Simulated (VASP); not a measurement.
Consider the following.

```
CELL_PARAMETERS angstrom
      4.10266     0.00000     0.00000
     -2.05133     3.55299     0.00000
      0.00000     0.00000     5.06899
ATOMIC_POSITIONS crystal
  Pb 0.33333 0.66667 0.94543
  Pb 0.66667 0.33333 0.44543
  O  0.33333 0.66667 0.42957
  O  0.66667 0.33333 0.92957
```

The numbers are results of PBEsol GGA, VASP's PBE PAW potentials (set 64) (plane waves; VASP), not measurements. Run with 620 eV cut-off, 6×6×5 Γ-centred mesh, Gaussian smearing of 0.050 eV, potentials Pb_d O.

Energy and stress use the plane-wave basis of the starting cell.

Task: The ions, cell shape and volume at an external pressure of 20.0 GPa are relaxed. Give the cell that the relaxation ends in.

Result: 
```
CELL_PARAMETERS angstrom
      4.00297     0.00000     0.00000
     -2.00149     3.46659     0.00000
      0.00000     0.00000     4.94641
ATOMIC_POSITIONS crystal
  Pb 0.33333 0.66667 0.93896
  Pb 0.66667 0.33333 0.43896
  O  0.33333 0.66667 0.43604
  O  0.66667 0.33333 0.93604
```
Space group P6_3/mmc (194), at a tolerance of 0.03 Å.

Task: How do energy and volume change from the first to the last step?

Result: The energy (σ→0) changes by +119.7 meV/atom and the volume by -7.1 %, in 17 ionic steps.

```csv
step,E(σ→0) (eV),max force (eV/Å),pressure (GPa),volume (Å³)
1,-21.8669,0.016,9.94,73.89
2,-20.2097,0.167,39.31,62.17
3,-21.4104,0.073,19.72,68.86
4,-21.3964,0.074,19.97,68.75
5,-21.3838,0.076,20.21,68.65
6,-21.3826,0.063,20.22,68.63
7,-21.3801,0.048,20.24,68.61
8,-21.3954,0.044,19.97,68.72
9,-21.4310,0.034,19.31,69.00
10,-21.4264,0.032,19.38,68.96
11,-21.4118,0.025,19.64,68.84
12,-21.3801,0.005,20.22,68.59
13,-21.4026,0.020,19.83,68.76
14,-21.3949,0.018,19.94,68.70
15,-21.3751,0.013,20.31,68.54
16,-21.3797,0.015,20.26,68.58
17,-21.3879,0.012,20.09,68.64
```

The structure was generated: PbO was put into the wurtzite type (P6_3mc), which need not be its known phase. This run relaxes it under an external pressure of 20 GPa. It ends in space group P6_3/mmc. Symmetry was kept, so distortions that lower it aren't found.
